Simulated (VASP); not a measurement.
```xyz
5
Lattice="3.8622 0.0000 0.0000 0.0000 3.8622 0.0000 0.0000 0.0000 3.8622" Properties=species:S:1:pos:R:3 pbc="T T T"
Sr     0.0000     0.0000     0.0000
Ti     1.9311     1.9311     1.9311
O      1.9311     0.0000     1.9311
O      0.0000     1.9311     1.9311
O      1.9311     1.9311     0.0000
```

Method: LDA (Ceperley-Alder, Perdew-Zunger), VASP's LDA PAW potentials (set 64) (plane waves; VASP). Numerical set-up: 520 eV cut-off, 10×10×10 Γ-centred mesh, Gaussian smearing of 0.010 eV, potentials Sr_sv Ti_sv O.

### Question
Estimate the energy per atom (σ→0), band gap (on the k-mesh) with the smallest direct gap where there is one.

### Answer

```
Property                                     Result
-----------------------------------  --------------
band gap (on the k-mesh)                    1.81 eV
smallest direct gap (on the k-mesh)         2.14 eV
energy per atom (σ→0)                -8.836 eV/atom
```

Only differences to runs with the same potentials and settings are physical.

The compound is SrTiO3 in the cubic perovskite structure, the ideal cubic form; the compound distorts at low or room temperature. It was relaxed first.
